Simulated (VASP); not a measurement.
Input:

```yaml
crystal:
  lattice:
    - [0.00000, 2.57346, 2.67584]
    - [2.52879, 0.00000, 2.67584]
    - [2.52879, 2.57346, 0.00000]
  atoms:
    - { symbol: Mg, position: [0.00000, 0.00000, 0.00000] }
    - { symbol: S, position: [0.48796, 0.51204, 0.51204] }
```

Method: PBE GGA, VASP's PBE PAW potentials (set 64) (plane waves; VASP 6.6.1). Numerical set-up: LREAL = Auto, 400 eV cut-off, 8×8×8 Γ-centred mesh, Gaussian smearing of 0.050 eV, potentials Mg S.

**Question.** What does the run give for the energy per atom (σ→0), pressure, largest force?

**Answer.** 
The energy per atom (σ→0) is -4.235 eV/atom, the pressure comes out as 23.5 kbar and the largest force is 0.290 eV/Å.

The compound is MgS in the rock salt structure. The cell was not relaxed at this level, atoms are displaced from their ideal sites. The run is one of a series of settings (LREAL = Auto against the base run), some of them coarse on purpose.
